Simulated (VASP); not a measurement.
Here is the system:

```yaml
crystal:
  lattice:
    - [0.00000, 2.24484, 2.24484]
    - [2.24484, 0.00000, 2.24484]
    - [2.24484, 2.24484, 0.00000]
  atoms:
    - { symbol: B, position: [0.00000, 0.00000, 0.00000] }
    - { symbol: P, position: [0.25000, 0.25000, 0.25000] }
```

Method: LDA (Ceperley-Alder, Perdew-Zunger), VASP's LDA PAW potentials (set 64) (plane waves; VASP). Numerical set-up: 520 eV cut-off, 11×11×11 Γ-centred mesh, tetrahedra with Blöchl corrections, potentials B P.

Q: Predict the energy per atom (σ→0).

A: 
```yaml
energy per atom (σ→0): -7.200 eV/atom
```

The compound is BP in the zinc blende structure. It was relaxed first.
